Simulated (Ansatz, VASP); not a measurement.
# Cross-check of InGaSbAs (GaSb/InAs (110)) between VASP and Ansatz

Wanted: the spread between two codes on one cell, functional and k mesh. The structure shown is the end of the VASP relaxation below.

Program: Ansatz 0.2.0. Level of theory: plane waves, with VASP 6.6.1 beside it; single point at LDA. Results are calculated unless marked as measured.

## Step 1: Starting point

The cell holds 24 atoms: 6 Ga, 6 Sb, 6 In and 6 As. Cell: a = 4.287 Å, b = 6.027 Å, c = 25.673 Å, α = 90.0°, β = 90.0°, γ = 90.0°. It derives from GaSb. As first built, before any earlier steps moved the atoms (in the runner's words): superlattice of 12 atoms of GaSb and 12 of InAs on the GaSb lattice. The structure's axis is c.

## Step 2: VASP: relaxation, LDA

This run makes the geometry at which the two programs are then compared.

Lines of VASP's logs that name or quote its potential files are left out, and so is its time.

File INCAR:

```
SYSTEM = InGaSbAs
PREC = Normal
ENCUT = 420
EDIFF = 1E-05
NELM = 120
ISMEAR = 0
SIGMA = 0.05
LREAL = Auto
ALGO = Fast
GGA = CA
NBANDS = 133
LORBIT = 11
LWAVE = .FALSE.
LCHARG = .FALSE.
KPAR = 2
NCORE = 4
IBRION = 2
NSW = 60
ISIF = 2
EDIFFG = -0.03
POTIM = 0.4
MAXMIX = 40
ISYM = 2
```

File POSCAR:

```
InGaSbAs
1.0
    4.2868071410      0.0000000000      0.0000000000
    0.0000000000      6.0272200120      0.0000000000
    0.0000000000      0.0000000000     25.6725121610
Ga Sb In As
6 6 6 6
Direct
    0.0000000000      0.0000000000      0.0000000000
    0.5000000000      0.5000000000      0.0834902150
    0.0000000000      0.0000000000      0.1669804310
    0.5000000000      0.5000000000      0.2504706460
    0.0000000000      0.0000000000      0.3339608620
    0.5000000000      0.5000000000      0.4174510770
    0.5000000000      0.2500000000      0.0000000000
    0.0000000000      0.7500000000      0.0834902150
    0.5000000000      0.2500000000      0.1669804310
    0.0000000000      0.7500000000      0.2504706460
    0.5000000000      0.2500000000      0.3339608620
    0.0000000000      0.7500000000      0.4174510770
    0.0000000000      0.0005341200      0.5011415220
    0.5000000000      0.5005341200      0.5841751280
    0.0000000000      0.0005341200      0.6672087350
    0.5000000000      0.5005341200      0.7502423420
    0.0000000000      0.0005341200      0.8332759490
    0.5000000000      0.5005341200      0.9163095550
    0.5000000000      0.2494658800      0.5011415220
    0.0000000000      0.7494658800      0.5841751280
    0.5000000000      0.2494658800      0.6672087350
    0.0000000000      0.7494658800      0.7502423420
    0.5000000000      0.2494658800      0.8332759490
    0.0000000000      0.7494658800      0.9163095550
```

File KPOINTS:

```
Automatic mesh
0
Gamma
5 4 1
0 0 0
```

PAW data sets: Ga_d, Sb, In_d and As (LDA family, release 64).

The run is started by

```bash
mpirun -np 8 vasp_std
```

Numbers of over 12 decimals in the logs are rounded to 6 here.

Output:

```text
[banner, memory and clock lines left out]
running    8 mpi-ranks, on    1 nodes
 distrk:  each k-point on    4 cores,    2 groups
 distr:  one band on    4 cores,    1 groups

 POSCAR found type information on POSCAR GaSbInAs
 POSCAR found :  4 types and      24 ions
 LDA part: xc-table for (Slater(with rela. corr.)+CA(PZ))
 , standard interpolation
 POSCAR, INCAR and KPOINTS ok, starting setup
 FFT: planning ... GRIDC
 FFT: planning ... GRID_SOFT
 FFT: planning ... GRID
 WAVECAR not read
 entering main loop
       N       E                     dE             d eps       ncg     rms          rms(c)
DAV:   1     0.220017861883E+04    0.22002E+04   -0.78300E+04  2466   0.172E+03
DAV:   2     0.364596682299E+03   -0.18356E+04   -0.17791E+04  2450   0.497E+02
DAV:   3    -0.622314259587E+02   -0.42683E+03   -0.40284E+03  2791   0.217E+02
DAV:   4    -0.105229559082E+03   -0.42998E+02   -0.41818E+02  2860   0.649E+01
DAV:   5    -0.108279183456E+03   -0.30496E+01   -0.30239E+01  3588   0.179E+01    0.172E+01
RMM:   6    -0.106107497843E+03    0.21717E+01   -0.36500E+00  2798   0.670E+00    0.891E+00
RMM:   7    -0.105726046310E+03    0.38145E+00   -0.35641E+00  2790   0.390E+00    0.187E+00
RMM:   8    -0.105685361900E+03    0.40684E-01   -0.45670E-01  3182   0.303E+00    0.132E+00
RMM:   9    -0.105676895653E+03    0.84662E-02   -0.14833E-01  3259   0.123E+00    0.780E-01
RMM:  10    -0.105679030341E+03   -0.21347E-02   -0.44938E-02  3155   0.793E-01    0.792E-01
RMM:  11    -0.105683477840E+03   -0.44475E-02   -0.21778E-02  3238   0.492E-01    0.851E-01
RMM:  12    -0.105679835236E+03    0.36426E-02   -0.20019E-02  2969   0.428E-01    0.361E-01
RMM:  13    -0.105680463313E+03   -0.62808E-03   -0.69941E-03  3639   0.245E-01    0.650E-01
RMM:  14    -0.105680817403E+03   -0.35409E-03   -0.39908E-03  3649   0.141E-01    0.767E-01
RMM:  15    -0.105680882052E+03   -0.64649E-04   -0.12482E-03  3184   0.101E-01    0.669E-01
RMM:  16    -0.105681014889E+03   -0.13284E-03   -0.10246E-03  2616   0.609E-02    0.579E-01
RMM:  17    -0.105680982431E+03    0.32458E-04   -0.30789E-04  2417   0.484E-02    0.525E-01
RMM:  18    -0.105680968819E+03    0.13612E-04   -0.26160E-04  2307   0.332E-02    0.421E-01
RMM:  19    -0.105680963497E+03    0.53218E-05   -0.88503E-05  2088   0.271E-02
   1 F= -.10568096E+03 E0= -.10567906E+03  d E =-.105681E+03
[... from here on, the cycles between the ionic steps are left out ...]
   2 F= -.10592033E+03 E0= -.10591859E+03  d E =-.239363E+00
  25 F= -.10606793E+03 E0= -.10606701E+03  d E =-.178910E-02
  26 F= -.10606813E+03 E0= -.10606720E+03  d E =-.198449E-02
  27 F= -.10606848E+03 E0= -.10606754E+03  d E =-.234032E-02
  28 F= -.10606897E+03 E0= -.10606801E+03  d E =-.282847E-02
  29 F= -.10607090E+03 E0= -.10606997E+03  d E =-.193201E-02
  30 F= -.10607124E+03 E0= -.10607032E+03  d E =-.227167E-02
  31 F= -.10607149E+03 E0= -.10607058E+03  d E =-.251623E-02
  32 F= -.10607306E+03 E0= -.10607220E+03  d E =-.157728E-02
  33 F= -.10607323E+03 E0= -.10607237E+03  d E =-.173855E-02
  34 F= -.10607342E+03 E0= -.10607258E+03  d E =-.193322E-02
  35 F= -.10607382E+03 E0= -.10607299E+03  d E =-.400310E-03
  36 F= -.10607383E+03 E0= -.10607299E+03  d E =-.405404E-03
 curvature:  -0.64 expect dE=-0.222E-03 dE for cont linesearch -0.370E-05
 trial: gam= 1.01456 g(F)=  0.346E-03 g(S)=  0.000E+00 ort = 0.455E-04 (trialstep = 0.746E+00)
 search vector abs. value=  0.808E-03
 bond charge predicted
       N       E                     dE             d eps       ncg     rms          rms(c)
DAV:   1    -0.106073935758E+03   -0.11196E-03   -0.33787E-02  2524   0.460E-01    0.234E-01
RMM:   2    -0.106074019564E+03   -0.83805E-04   -0.73478E-04  2919   0.112E-01    0.273E-01
RMM:   3    -0.106074049746E+03   -0.30183E-04   -0.29824E-04  3189   0.627E-02    0.268E-01
RMM:   4    -0.106074056444E+03   -0.66981E-05   -0.37450E-05  1799   0.266E-02
  37 F= -.10607406E+03 E0= -.10607321E+03  d E =-.231278E-03
 trial-energy change:   -0.000231  1 .order   -0.000181   -0.000293   -0.000070
 step:   0.8400(harm=  0.9819)  dis= 0.00133  next Energy=  -106.074061 (dE=-0.236E-03)
 reached required accuracy - stopping structural energy minimisation
```

Parts of OUTCAR (step 2):

```text
ion  position               nearest neighbor table
   1  0.000  0.000  0.000-   8 2.62   7 2.62   7 2.62  24 2.63
   2  0.500  0.500  0.083-   7 2.62   8 2.62   8 2.62   9 2.62
   3  0.000  0.000  0.167-  10 2.62   9 2.62   9 2.62   8 2.62
   4  0.500  0.500  0.250-   9 2.62  10 2.62  10 2.62  11 2.62
   5  0.000  0.000  0.334-  12 2.62  11 2.62  11 2.62  10 2.62
   6  0.500  0.500  0.417-  11 2.62  12 2.62  12 2.62  19 2.63
   7  0.500  0.250  0.000-   2 2.62   1 2.62   1 2.62  18 2.63
   8  0.000  0.750  0.083-   1 2.62   2 2.62   2 2.62   3 2.62
   9  0.500  0.250  0.167-   4 2.62   3 2.62   3 2.62   2 2.62
  10  0.000  0.750  0.250-   3 2.62   4 2.62   4 2.62   5 2.62
  11  0.500  0.250  0.334-   6 2.62   5 2.62   5 2.62   4 2.62
  12  0.000  0.750  0.417-   5 2.62   6 2.62   6 2.62  13 2.63
  13  0.000  0.001  0.501-  20 2.61  19 2.62  19 2.62  12 2.63
  14  0.500  0.501  0.584-  19 2.61  21 2.61  20 2.62  20 2.62
  15  0.000  0.001  0.667-  22 2.61  20 2.61  21 2.62  21 2.62
  16  0.500  0.501  0.750-  21 2.61  23 2.61  22 2.62  22 2.62
  17  0.000  0.001  0.833-  24 2.61  22 2.61  23 2.62  23 2.62
  18  0.500  0.501  0.916-  23 2.61  24 2.62  24 2.62   7 2.63
  19  0.500  0.249  0.501-  14 2.61  13 2.62  13 2.62   6 2.63
  20  0.000  0.749  0.584-  13 2.61  15 2.61  14 2.62  14 2.62
  21  0.500  0.249  0.667-  16 2.61  14 2.61  15 2.62  15 2.62
  22  0.000  0.749  0.750-  15 2.61  17 2.61  16 2.62  16 2.62
  23  0.500  0.249  0.833-  18 2.61  16 2.61  17 2.62  17 2.62
  24  0.000  0.749  0.916-  17 2.61  18 2.62  18 2.62   1 2.63

  LATTYP: Found a simple orthorhombic cell.
 ALAT       =     4.2868071410
 B/A-ratio  =     1.4059928086
 C/A-ratio  =     5.9887257151

 Subroutine GETGRP returns: Found  4 space group operations
 (whereof  2 operations were pure point group operations)

The static configuration has the point symmetry C_1h.
 The point group associated with its full space group is C_2v.

 Found      9 irreducible k-points:

   k-points           NKPTS =      9   k-points in BZ     NKDIM =      9   number of bands    NBANDS=    133

   dimension x,y,z NGX =    24 NGY =   30 NGZ =  140
   dimension x,y,z NGXF=    48 NGYF=   60 NGZF=  280

   ENCUT  =  420.0 eV  30.87 Ry    5.56 a.u.   7.16 10.07 42.90*2*pi/ulx,y,z

   NELECT =     216.0000    total number of electrons

 k-points in reciprocal lattice and weights: Automatic mesh
   0.00000000  0.00000000  0.00000000       0.050
   0.20000000  0.00000000  0.00000000       0.100
   0.40000000  0.00000000  0.00000000       0.100
   0.00000000  0.25000000  0.00000000       0.100
   0.20000000  0.25000000  0.00000000       0.200
   0.40000000  0.25000000  0.00000000       0.200
   0.00000000  0.50000000  0.00000000       0.050
   0.20000000  0.50000000  0.00000000       0.100
   0.40000000  0.50000000  0.00000000       0.100

 average (electrostatic) potential at core
       1 -66.7411       2 -66.7382       3 -66.7666       4 -66.7665       5 -66.7381
       6 -66.7410       7 -88.4332       8 -88.5064       9 -88.5208      10 -88.5207
      11 -88.5063      12 -88.4330      13 -95.9511      14 -95.9414      15 -95.9237
      16 -95.9237      17 -95.9414      18 -95.9513      19 -52.9915      20 -52.9217
      21 -52.9104      22 -52.9104      23 -52.9218      24 -52.9916

 E-fermi :   4.7810

 k-point     1 :       0.0000    0.0000    0.0000
  band No.  band energies     occupation
    ...
    104       4.4639      2.00000
    105       4.5345      2.00000
    106       4.6437      1.99990
    107       4.6751      1.99728
    108       4.7448      1.69397
    109       4.8170      0.30886
    110       5.8193      0.00000
    111       5.9334      0.00000
    112       6.0147      0.00000
    113       6.0313      0.00000
    ...

 k-point     2 :       0.2000    0.0000    0.0000
  band No.  band energies     occupation
    ...
    104       3.5934      2.00000
    105       3.6095      2.00000
    106       3.6169      2.00000
    107       3.8640      2.00000
    108       4.5158      2.00000
    109       6.0987      0.00000
    110       6.1937      0.00000
    111       6.4175      0.00000
    112       6.4475      0.00000
    113       6.8196      0.00000
    ...

 k-point     3 :       0.4000    0.0000    0.0000
  band No.  band energies     occupation
    ...
    104       2.5410      2.00000
    105       2.9926      2.00000
    106       3.0988      2.00000
    107       3.2325      2.00000
    108       3.9299      2.00000
    109       5.8490      0.00000
    110       5.8867      0.00000
    111       6.1051      0.00000
    112       6.1161      0.00000
    113       6.3788      0.00000
    ...

  Total       -0.4300932     -0.2688218     -0.1826708      0.0000000      0.0000000      0.0000000
  in kB       -1.0388523     -0.6493155     -0.4412252      0.0000000      0.0000000      0.0000000
  external PRESSURE =      -0.7097977 kB  Pullay stress =       0.0000000 kB

  energy-cutoff  :      420.00
  volume of cell :      663.31
      direct lattice vectors                 reciprocal lattice vectors
     4.286807141  0.000000000  0.000000000     0.233273849  0.000000000  0.000000000
     0.000000000  6.027220012  0.000000000     0.000000000  0.165913970  0.000000000
     0.000000000  0.000000000 25.672512161     0.000000000  0.000000000  0.038952168

 POSITION                                       TOTAL-FORCE (eV/Angst)
 -----------------------------------------------------------------------------------
      0.00000      5.93401     25.60799         0.000000     -0.004378     -0.001998
      2.14340      2.92696      2.17740         0.000000     -0.006491      0.003328
      0.00000      5.94860      4.24685         0.000000     -0.000424     -0.006986
      2.14340      2.93499      6.47017         0.000000     -0.000424      0.006986
      0.00000      5.94057      8.53962         0.000000     -0.006491     -0.003328
      2.14340      2.92040     10.78154         0.000000     -0.004378      0.001998
      2.14340      1.41709      0.04014         0.000000      0.003217     -0.006038
      0.00000      4.44209      2.10176         0.000000     -0.025922     -0.000485
      2.14340      1.43471      4.32449         0.000000      0.012685      0.006799
      0.00000      4.44832      6.39253         0.000000      0.012685     -0.006799
      2.14340      1.42848      8.61526         0.000000     -0.025922      0.000485
      0.00000      4.43070     10.67688         0.000000      0.003217      0.006038
      0.00000      0.08970     12.89739         0.000000      0.001200     -0.008120
      2.14340      3.10485     14.97201         0.000000     -0.000632     -0.009041
      0.00000      0.07655     17.16433         0.000000     -0.001263     -0.014017
      2.14340      3.09016     19.22520         0.000000     -0.001263      0.014017
      0.00000      0.09124     21.41752         0.000000     -0.000632      0.009041
      2.14340      3.10331     23.49214         0.000000      0.001200      0.008120
      2.14340      1.59719     12.82871         0.000000      0.006036     -0.002067
      0.00000      4.60320     15.02452         0.000000      0.007368      0.002290
      2.14340      1.57475     17.09933         0.000000      0.008603      0.003103
      0.00000      4.58836     19.29020         0.000000      0.008603     -0.003103
      2.14340      1.58959     21.36501         0.000000      0.007368     -0.002290
      0.00000      4.61080     23.56082         0.000000      0.006036      0.002067
 -----------------------------------------------------------------------------------
    total drift:                               -0.000000     -0.008273     -0.000010

  FREE ENERGIE OF THE ION-ELECTRON SYSTEM (eV)
  ---------------------------------------------------
  free  energy   TOTEN  =      -106.0740564445 eV

  energy  without entropy=     -106.0723641461  energy(sigma->0) =     -106.07321030

 reached required accuracy - stopping structural energy minimisation

 total charge
# of ion       s       p       d       tot
------------------------------------------
    1        0.913   0.794   9.974  11.681
    2        0.920   0.799   9.966  11.684
    3        0.920   0.797   9.965  11.682
    4        0.920   0.797   9.965  11.682
    5        0.920   0.799   9.966  11.684
    6        0.913   0.794   9.974  11.681
    7        1.138   1.365   0.028   2.531
    8        1.137   1.360   0.031   2.527
    9        1.137   1.362   0.031   2.530
   10        1.137   1.362   0.031   2.530
   11        1.137   1.360   0.031   2.527
   12        1.138   1.365   0.028   2.531
   13        0.871   0.749   9.878  11.498
   14        0.866   0.743   9.885  11.494
   15        0.865   0.749   9.886  11.500
   16        0.865   0.749   9.886  11.500
   17        0.866   0.743   9.885  11.494
   18        0.871   0.749   9.878  11.498
   19        1.228   1.568   0.025   2.821
   20        1.230   1.568   0.023   2.821
   21        1.229   1.566   0.022   2.818
   22        1.229   1.566   0.022   2.818
   23        1.230   1.568   0.023   2.821
   24        1.228   1.568   0.025   2.821
--------------------------------------------------
tot         24.909  26.839 119.430 171.178

[... 3 further parts left out ...]
```

CONTCAR:

```
InGaSbAs
   1.00000000000000
     4.2868071409999997    0.0000000000000000    0.0000000000000000
     0.0000000000000000    6.0272200119999999    0.0000000000000000
     0.0000000000000000    0.0000000000000000   25.6725121610000002
  Ga              Sb              In              As
     6     6     6     6
Direct
     0.0000000000000000    0.9845359391967556    0.9974869110648875
     0.5000000000000000    0.4856234184276596    0.0848143177507490
     0.0000000000000000    0.9869563053087228    0.1654239265458276
     0.5000000000000000    0.4869563053087227    0.2520271504541680
     0.0000000000000000    0.9856234184276597    0.3326367592492465
     0.5000000000000000    0.4845359391967564    0.4199641659351151
     0.5000000000000000    0.2351147594884557    0.0015635385399908
     0.0000000000000000    0.7370053643045760    0.0818681513660718
     0.5000000000000000    0.2380384718126050    0.1684480998850159
     0.0000000000000000    0.7380384718126052    0.2490029771149795
     0.5000000000000000    0.2370053643045761    0.3355829256339238
     0.0000000000000000    0.7351147594884557    0.4158875384600117
     0.0000000000000000    0.0148817512512077    0.5023811994772904
     0.5000000000000000    0.5151385347177190    0.5831920702924124
     0.0000000000000000    0.0127007536336869    0.6685877586162754
     0.5000000000000000    0.5127007536336872    0.7488633183837272
     0.0000000000000000    0.0151385347177190    0.8342590067075831
     0.5000000000000000    0.5148817512512076    0.9150698775227051
     0.5000000000000000    0.2649960544912378    0.4997060999108573
     0.0000000000000000    0.7637353636444241    0.5852376450105434
     0.5000000000000000    0.2612732837229493    0.6660560785257895
     0.0000000000000000    0.7612732837229491    0.7513949984742131
     0.5000000000000000    0.2637353636444241    0.8322134319894521
     0.0000000000000000    0.7649960544912376    0.9177449770891379
```

The gap is under twice the smearing width, so the edge states are partly filled and the run can't tell a small gap from a semimetal. The run keeps the 4 symmetry operations of its start, so it cannot find a distortion of lower symmetry.

[end of part 1 of 2]

[Lines on the potential files, build, host, timing and source positions are cut from VASP's logs without a mark.]

[Logs are printed without paths, hosts, clocks, repeated set-up lines and the standing remarks that a program may print on its own settings, such as how far it seeks lower states.]

[Hosts, paths, dates, database ids (printed as entryN), source tags and the programs' standing remarks are cut or masked in the printed files.]
